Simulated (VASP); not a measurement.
Runs of VASP 6.6.1 on SiC. It takes space group F-43m (No. 216, cubic). Conventional cell: a = 4.358 Å, b = 4.358 Å, c = 4.358 Å, α = 90.00°, β = 90.00°, γ = 90.00°. Around Si (site symmetry -43m) lie 4 C at 1.89 Å. Around C (site symmetry -43m) lie 4 Si at 1.89 Å. 

| k mesh | cutoff (eV) | gap on the mesh (eV) | pressure (GPa) |
| --- | --- | --- | --- |
| 6 × 6 × 6 | 520 | 1.35 | (a) |
| 10 × 10 × 10 | 700 | 1.36 | 3.0 |
| 10 × 10 × 10 | 450 | 1.36 | - |
| 10 × 10 × 10 | 520 | 1.36 | (b) |
| 10 × 10 × 10 | 600 | 1.36 | 3.1 |

Alike in all rows: task single point; level PBE; potentials or basis VASP PAW PBE potentials, release 64 (Si, C); no spin polarisation; cell as given; smearing gaussian 0.02 eV.

**Question.** Estimate the missing entries.

**Answer.** (a) 3.3; (b) 3.2.

Caveats: the cutoff is under 1.25 times the usual one of these potentials, so pressure, stress and relaxed cells hold a basis-set (Pulay) error (some runs).

A k mesh can miss the band edges.

Not every run made on this cell is shown here.
